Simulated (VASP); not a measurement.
Computed with PBE GGA, VASP's PBE PAW potentials (set 64) (plane waves; VASP).

VASP input:

### KPOINTS
```
Regular mesh
0
G
5 5 5
```

**INCAR**
```
SYSTEM = NaHf
PREC = Accurate
ENCUT = 300
EDIFF = 1E-6
NELM = 100
ALGO = Normal
LREAL = .FALSE.
LASPH = .TRUE.
ISMEAR = 0
SIGMA = 0.136
GGA = PE
LMAXMIX = 6
LWAVE = .FALSE.
LCHARG = .FALSE.
ISIF = 2
```

File POSCAR:
```
NaHf
7.6779620
  0.5000000000   0.0000000000   0.0000000000
  0.0000000000   0.5000000000   0.0000000000
  0.0000000000   0.0000000000   0.5000000000
Na Hf
1 1
Cart
 -0.0007655000   0.0007115000  -0.0008770000
  0.2507655000   0.2492885000   0.2508770000
```

POTCAR, in this order: Na_pv Hf_pv (PBE.64 set). Program: vasp_std.

The run wrote:

OUTCAR:
```
 ion  position               nearest neighbor table
   1  0.998  0.001  0.998-   2 3.30   2 3.32   2 3.32   2 3.32   2 3.33   2 3.33   2 3.33
   2  0.502  0.499  0.502-   1 3.30   1 3.32   1 3.32   1 3.32   1 3.33   1 3.33   1 3.33
  LATTYP: Found a simple cubic cell.
 ALAT       =     3.8389810000
 Subroutine PRICEL returns:
 Original cell was already a primitive cell.
 Subroutine GETGRP returns: Found  1 space group operations
The static configuration has the point symmetry C_1 .
The dynamic configuration has the point symmetry C_1 .
 Subroutine INISYM returns: Found  1 space group operations
 Subroutine IBZKPT returns following result:
 Found     63 irreducible k-points:

 Following reciprocal coordinates:
            Coordinates               Weight
  0.000000  0.000000  0.000000      1.000000
  0.200000  0.000000  0.000000      2.000000
  0.000000  0.200000  0.000000      2.000000
  0.000000  0.000000  0.200000      2.000000
  0.400000  0.000000  0.000000      2.000000
  0.000000  0.400000  0.000000      2.000000
  0.000000  0.000000  0.400000      2.000000
  0.200000  0.200000  0.000000      2.000000
  0.000000  0.200000  0.200000      2.000000
...
```

### OSZICAR
```
       N       E                     dE             d eps       ncg     rms          rms(c)
DAV:   1     0.545633825205E+02    0.54563E+02   -0.73486E+03  1648   0.907E+02
DAV:   2    -0.661665517377E+01   -0.61180E+02   -0.60082E+02  1652   0.242E+02
DAV:   3    -0.961993735814E+01   -0.30033E+01   -0.28278E+01  1960   0.489E+01
DAV:   4    -0.970452359149E+01   -0.84586E-01   -0.83822E-01  1884   0.808E+00
DAV:   5    -0.970783762974E+01   -0.33140E-02   -0.33092E-02  2084   0.108E+00    0.255E+01
DAV:   6    -0.896497061318E+01    0.74287E+00   -0.16152E+00  1824   0.653E+00    0.135E+01
DAV:   7    -0.889044406659E+01    0.74527E-01   -0.67624E-01  1792   0.391E+00    0.217E+00
DAV:   8    -0.888036232919E+01    0.10082E-01   -0.93798E-02  1776   0.186E+00    0.240E-01
DAV:   9    -0.887982356732E+01    0.53876E-03   -0.40966E-03  1892   0.594E-01    0.105E-01
DAV:  10    -0.887986304424E+01   -0.39477E-04   -0.21909E-04  1904   0.156E-01    0.275E-02
DAV:  11    -0.887985756647E+01    0.54778E-05   -0.67629E-05  2108   0.787E-02    0.969E-03
DAV:  12    -0.887985612128E+01    0.14452E-05   -0.50003E-06  1732   0.155E-02    0.310E-03
DAV:  13    -0.887985608741E+01    0.33869E-07   -0.26576E-07   824   0.554E-03
   1 F= -.88798561E+01 E0= -.88619800E+01  d E =-.357522E-01
```

OUTCAR:
```
------------------------ aborting loop because EDIFF is reached ----------------------------------------
  FORCE on cell =-STRESS in cart. coord.  units (eV):
  Direction    XX          YY          ZZ          XY          YZ          ZX
  --------------------------------------------------------------------------------------
  Total       -2.0294604     -2.0293539     -2.0297082     -0.0006627     -0.0007549      0.0008108
  in kB      -57.4702760    -57.4672592    -57.4772927     -0.0187663     -0.0213764      0.0229612
  external PRESSURE =     -57.4716093 kB  Pullay stress =       0.0000000 kB
  volume of cell :       56.58
      direct lattice vectors                 reciprocal lattice vectors
     3.838981000  0.000000000  0.000000000     0.260485790  0.000000000  0.000000000
     0.000000000  3.838981000  0.000000000     0.000000000  0.260485790  0.000000000
     0.000000000  0.000000000  3.838981000     0.000000000  0.000000000  0.260485790
 POSITION                                       TOTAL-FORCE (eV/Angst)
 -----------------------------------------------------------------------------------
      3.83310      0.00546      3.83225         0.028994     -0.026949      0.033221
      1.92537      1.91403      1.92622        -0.028994      0.026949     -0.033221
 -----------------------------------------------------------------------------------
    total drift:                                0.000325     -0.000296      0.000387
  FREE ENERGIE OF THE ION-ELECTRON SYSTEM (eV)
  ---------------------------------------------------
  free  energy   TOTEN  =        -8.8798560874 eV

  energy  without entropy=       -8.8441038978  energy(sigma->0) =       -8.86197999
```
(Selected blocks of OUTCAR.)

OUTCAR:
```
 val. band max:        1.8314834900   @ k =  -0.2000   0.2000   0.2000

 cond. band min:       2.0082768676   @ k =   0.0000  -0.2000   0.4000


 Fermi energy:         2.0075170793

 k-point     1 :       0.0000    0.0000    0.0000
  band No.  band energies     occupation
      1     -29.7777      2.00000
      2     -29.7777      2.00000
      3     -29.7777      2.00000
      4     -21.3359      2.00000
      5     -21.3358      2.00000
      6     -21.3358      2.00000
      7      -3.1671      2.00000
      8       1.3882      2.00000
      9       1.3883      2.00000
     10       4.3063      0.00000
     11       4.3065      0.00000
     12       4.3065      0.00000

 k-point     2 :       0.2000    0.0000    0.0000
  band No.  band energies     occupation
      1     -29.7951      2.00000
      2     -29.7761      2.00000
      3     -29.7761      2.00000
      4     -21.3428      2.00000
      5     -21.3357      2.00000
      6     -21.3357      2.00000
      7      -2.6898      2.00000
      8       1.4670      2.00000
      9       1.5337      2.00000
     10       3.8212      0.00000
     11       3.8212      0.00000
     12       4.3566      0.00000

 k-point     3 :       0.0000    0.2000    0.0000
  band No.  band energies     occupation
      1     -29.7951      2.00000
      2     -29.7761      2.00000
      3     -29.7761      2.00000
      4     -21.3428      2.00000
      5     -21.3357      2.00000
      6     -21.3357      2.00000
      7      -2.6898      2.00000
      8       1.4670      2.00000
      9       1.5337      2.00000
     10       3.8212      0.00000
     11       3.8212      0.00000
     12       4.3566      0.00000

 k-point     4 :       0.0000    0.0000    0.2000
  band No.  band energies     occupation
      1     -29.7951      2.00000
      2     -29.7761      2.00000
      3     -29.7761      2.00000
      4     -21.3428      2.00000
      5     -21.3357      2.00000
      6     -21.3357      2.00000
...
```

At this cut-off the stress carries a Pulay error, which pulls relaxed volumes low. Unless said otherwise, spin-orbit coupling is left out, though it shifts the bands of the heavy elements here.

The structure was generated: NaHf was put into an ordered model structure, which need not be its known phase. The cell was not relaxed at this level, atoms are displaced from their ideal sites. The k-mesh is coarse (spacing up to 0.33 per Å, 2π included), so the numbers may not be converged in it. The electron count is odd and the run is not spin-polarised, which forces a metal.
